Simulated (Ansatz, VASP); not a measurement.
## One calculation of BIr3Pd, two programs

```
B Pd Ir
1.0
     4.10441    0.00000    0.00000
     0.00000    4.10441    0.00000
     0.00000    0.00000    4.10441
B Pd Ir
1 1 3
Direct
  0.50000 0.50000 0.50000
  0.00000 0.00000 0.00000
  0.00000 0.50000 0.50000
  0.50000 0.50000 0.00000
  0.50000 0.00000 0.50000
```

Change from the starting cell: species swapped into the Fe3RhN type (Pm-3m, No. 221).

Alike in both runs: functional PBE; k mesh 10 × 10 × 10; occupations gaussian, width 0.1 eV; no spin polarisation.

Ansatz relaxed the structure, and its values are those at the end. VASP's run is a single point on that final structure, the one shown.

|  | VASP | Ansatz |
| --- | --- | --- |
| version | VASP 6.6.1 | Ansatz 0.2.0 |
| potentials or method | VASP PAW PBE potentials, release 64 (B, Pd, Ir) | scalar-relativistic, plane waves, PAW |
| plane-wave cutoff (eV) | 520 | 420 |
| valence electrons in the cell | 40 | 72 |

```tsv
	VASP	Ansatz	Ansatz less VASP
gap on the k mesh at the Fermi level (eV)	none	none	-
pressure (GPa)	0.8	0.0	-0.86
```

A gap of «none» marks a metal or a gap that the smearing closes. The two sets of potentials don't hold the same shells in valence.

Spin-orbit coupling is left out, which matters for the levels of Ir.
